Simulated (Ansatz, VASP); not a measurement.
# Ba2Mg4Zn3Si19O47: VASP beside Ansatz, part 2 of 2

One calculation is typed for both programs; each brings its own data sets. How far apart do they land? The structure shown is frame 67 of Ansatz's trajectory.

VASP 6.6.1 and Ansatz 0.2.0.

So far: Set-up; Ansatz: dynamics, PBE.

**3. VASP: single point, PBE**

Level of this step: PBE; plane waves and PAW (Si, Mg, Zn, Ba_sv, O) (VASP).

The same cell, functional and mesh now go to VASP, with its own data sets.

Lines of VASP's logs that name or quote its potential files are left out, and so is its time.

The input, INCAR:

```
SYSTEM = Ba2Mg4Zn3Si19O47
PREC = Accurate
ENCUT = 520
EDIFF = 1E-06
NELM = 120
ISMEAR = 0
SIGMA = 0.01
LREAL = Auto
ALGO = Normal
GGA = PE
NBANDS = 264
LORBIT = 11
LWAVE = .FALSE.
LCHARG = .FALSE.
ISIF = 2
LASPH = .TRUE.
GGA_COMPAT = .FALSE.
EFERMI = MIDGAP
NCORE = 2
```

The input, POSCAR:

```
Ba2Mg4Zn3Si19O47
1.0
   10.4854000000      0.0000000000      0.0000000000
    0.0000000000     10.4854000000      0.0000000000
    0.0000000000      0.0000000000     10.4854000000
Si Mg Zn Ba O
19 4 3 2 47
Direct
    0.5013733382      0.6740038530      0.5883228108
    0.5312625174      0.2301867358      0.4924561772
    0.3331680241      0.2973944723      0.2760218971
    0.6453258817      0.9049154062      0.1761783051
    0.2064394301      0.0046254792      0.5529498159
    0.5432696893      0.9677742385      0.6758063593
    0.0670265321      0.9150342381      0.8844965380
    0.0825624201      0.8994411277      0.1790775745
    0.3061399660      0.0706601560      0.8146279589
    0.4752703760      0.5673126442      0.8724321437
    0.1861922292      0.6365899250      0.8654510081
    0.0687050566      0.1524119252      0.3491712286
    0.8650885994      0.2987487363      0.8485036336
    0.3116428558      0.5887424419      0.3674347188
    0.9727430522      0.5098613310      0.0352680871
    0.4240658439      0.2817441395      0.9771396418
    0.0094226257      0.6243634005      0.3004749461
    0.6907986343      0.1938791081      0.0512999027
    0.7150323307      0.6509241421      0.0624773495
    0.7917103782      0.3109180384      0.3184427871
    0.3664142522      0.9010052072      0.2996356839
    0.7877429569      0.9636446869      0.9242756595
    0.7234917123      0.6990577374      0.3760848418
    0.6556068438      0.4038949396      0.6300951800
    0.3708108417      0.7664562153      0.0747897076
    0.1635607607      0.6975222691      0.5771167528
    0.8427241688      0.0844698342      0.6035535125
    0.1862113033      0.3471493696      0.6488736720
    0.4331832834      0.0039960326      0.7740477235
    0.7384935243      0.3630285921      0.7816964541
    0.1800217445      0.5823335304      0.7223186526
    0.1462032922      0.5946077403      0.3899422054
    0.3644210044      0.2788257959      0.1271768364
    0.9394682129      0.9368359815      0.8155816659
    0.0322925210      0.7653403780      0.2432620596
    0.1231521926      0.7737520743      0.8604154348
    0.6963778206      0.8724321437      0.3157151849
    0.5514334217      0.2048181281      0.9772731608
    0.6831880520      0.2923016766      0.4723711065
    0.6961775421      0.0469891468      0.1153794800
    0.5057222424      0.8305453297      0.6066721346
    0.2358994411      0.9004806684      0.1534800771
    0.7316268335      0.2964121540      0.1540713754
    0.6759494154      0.6212829267      0.2023289526
    0.1849142617      0.0131420833      0.8888549793
    0.4965571175      0.5967154329      0.7257996834
    0.6017796174      0.6173441166      0.9454956416
    0.4710359166      0.3248421615      0.5926049555
    0.8014668015      0.1664791043      0.9331260610
    0.5501459172      0.0898105938      0.5695729300
    0.0452057146      0.0306998302      0.2558605299
    0.9296736414      0.3842676483      0.9597154138
    0.6769508078      0.9597440250      0.7378259294
    0.7175691914      0.8200068667      0.0523012951
    0.3414366643      0.4418524806      0.3309172754
    0.3429625956      0.6580101856      0.9119823755
    0.2512159765      0.1029431400      0.6708947680
    0.8901615580      0.6053178706      0.3843630191
    0.9397829363      0.2265054266      0.3767715109
    0.1119365976      0.5496499895      0.9674976634
    0.3649646175      0.6346348256      0.5148778301
    0.8605584909      0.6176493028      0.0105384630
    0.3072939516      0.9931809945      0.4416712763
    0.1436282831      0.8751597459      0.5954565396
    0.0178343220      0.9128311748      0.0373948538
    0.4901100578      0.8978579739      0.1565986991
    0.0009155588      0.5155072768      0.1861254697
    0.1935453106      0.2506056040      0.3272168921
    0.0813988975      0.0815514906      0.4963473020
    0.4511320503      0.2195052168      0.3504205848
    0.6222938562      0.6181547676      0.5246628646
    0.4456959200      0.4232170447      0.9146718294
    0.3521372575      0.6985522727      0.2773284758
    0.3242890114      0.2133442692      0.8835905163
    0.9632250558      0.2514544033      0.7444923417
```

The input, KPOINTS:

```
Automatic mesh
0
Gamma
1 1 1
0 0 0
```

The projector-augmented-wave data sets are Si, Mg, Zn, Ba_sv and O (PBE family, release 64).

Launch:

```bash
mpirun -np 8 vasp_gam
```

Numbers of over 12 decimals in the logs are rounded to 6 here.

Output:

```text
[banner, memory and clock lines left out]
running    8 mpi-ranks, on    1 nodes
[...]
LDA part: xc-table for (Slater+PW92), standard interpolation
 POSCAR, INCAR and KPOINTS ok, starting setup
[...]
entering main loop
       N       E                     dE             d eps       ncg     rms          rms(c)
DAV:   1     0.489312048324E+04    0.48931E+04   -0.22887E+05   528   0.163E+03
DAV:   2     0.221300600959E+02   -0.48710E+04   -0.46421E+04   624   0.421E+02
DAV:   3    -0.598484321644E+03   -0.62061E+03   -0.61338E+03   592   0.172E+02
DAV:   4    -0.626218007557E+03   -0.27734E+02   -0.27541E+02   640   0.399E+01
[...]
DAV:  17    -0.540752162358E+03    0.97992E-05   -0.13970E-04   760   0.554E-02    0.116E-02
DAV:  18    -0.540752169180E+03   -0.68221E-05   -0.72342E-05   624   0.268E-02    0.149E-02
DAV:  19    -0.540752168354E+03    0.82568E-06   -0.53970E-06   576   0.124E-02
   1 F= -.54075217E+03 E0= -.54075217E+03  d E =0.000000E+00
```

From OUTCAR (step 3):

```text
  Total       -2.6435446     -8.7469296    -12.7940292    -11.7559579      1.3704862     -8.3618275
  in kB       -3.6740259    -12.1565742    -17.7812755    -16.3385532      1.9047160    -11.6213553
  external PRESSURE =     -11.2039585 kB  Pullay stress =       0.0000000 kB

 POSITION                                       TOTAL-FORCE (eV/Angst)
 -----------------------------------------------------------------------------------
      5.25710      7.06720      6.16880        -0.760749      0.988596      1.084750
      5.57050      2.41360      5.16360         0.543858     -1.047570     -0.819401
      3.49340      3.11830      2.89420         1.463855     -1.054134      1.378547
      6.76650      9.48840      1.84730         0.937135      0.240780     -1.496203
      2.16460      0.04850      5.79790         0.074804      0.406790     -1.238853
      5.69640     10.14750      7.08610         0.117819      0.436710     -2.579213
      0.70280      9.59450      9.27430        -0.178130     -0.987495      2.855976
      0.86570      9.43100      1.87770         0.626593      0.327607     -1.467318
      3.21000      0.74090      8.54170        -1.845800      2.056681     -0.609698
      4.98340      5.94850      9.14780         1.033372      0.738196      1.108491
      1.95230      6.67490      9.07460        -0.407426      0.671185     -0.159111
      0.72040      1.59810      3.66120        -0.059301     -0.930566      1.644878
      9.07080      3.13250      8.89690        -2.026610     -0.567554     -0.349688
      3.26770      6.17320      3.85270        -1.161786     -0.294045      1.077892
[...]
-----------------------------------------------------------------------------------
    total drift:                               -0.000856      0.003278      0.016647

  FREE ENERGIE OF THE ION-ELECTRON SYSTEM (eV)
  ---------------------------------------------------
  free  energy   TOTEN  =      -540.7521683541 eV

  energy  without entropy=     -540.7521683541  energy(sigma->0) =     -540.75216835

[... 3 further parts left out ...]
[key lines of the parts left out:]
E-fermi :   2.1679
```

Harder data sets than Ba_sv exist (the GW ones), and pressures, volumes and forces can shift noticeably with them.

**4. Comparison**

Known differences besides the potentials themselves: fixed occupations in Ansatz, narrow Gaussian smearing in VASP; the data sets hold 454 valence electrons in Ansatz (on its default PAW (the set named soft_2) files) and 422 in VASP; the cutoff is 420 eV in Ansatz and 520 eV in VASP (PREC = Accurate, projectors in real space). Total energies have different zeros and are not compared.

Forces on 8 of the 75 atoms, those with the largest forces and the largest differences (eV/Å; atoms numbered as in POSCAR):

```csv
atom,"Ansatz x, y, z","VASP x, y, z"
Si7,"-0.212, -0.971, 2.829","-0.178, -0.987, 2.856"
Si9,"-1.843, 2.032, -0.640","-1.846, 2.057, -0.610"
Si19,"-0.363, 2.054, -1.639","-0.357, 2.076, -1.764"
O34,"-1.886, 1.017, -1.790","-1.964, 1.032, -1.811"
O44,"-0.247, -0.584, 0.801","-0.274, -0.595, 0.927"
O53,"2.012, -0.130, 1.835","2.018, -0.197, 1.965"
O64,"-0.330, -2.377, 1.082","-0.358, -2.352, 1.107"
O71,"2.026, -0.684, -1.656","2.132, -0.714, -1.727"
```

The forces differ by 39 meV/Å r.m.s., which is 4.3 % of the r.m.s. force of 0.904 eV/Å (both taken over all components).

**5. Summary of results**

```yaml
r_m_s_force_difference_single_point_pbe: 4.3 % of the r.m.s. force
```

The r.m.s. force difference is 4.3 % of the r.m.s. force (single point, PBE), beyond the 3 % picked in this series as the mark of a large difference. The data sets hold unlike numbers of valence electrons (454 in Ansatz and 422 in VASP), so part of the differences comes from the potentials. What causes the difference of the single point, PBE pair stays open here. 2 further runs of this series are not shown here. Such differences can come from data sets, numerical settings and the points named under the comparisons, not from the functional's error against experiment.

[Lines on the potential files, build, host, timing and source positions are cut from VASP's logs without a mark.]

[Logs are printed without paths, hosts, clocks, repeated set-up lines and the standing remarks that a program may print on its own settings, such as how far it seeks lower states.]

[Hosts, paths, dates, database ids (printed as entryN), source tags and the programs' standing remarks are cut or masked in the printed files.]
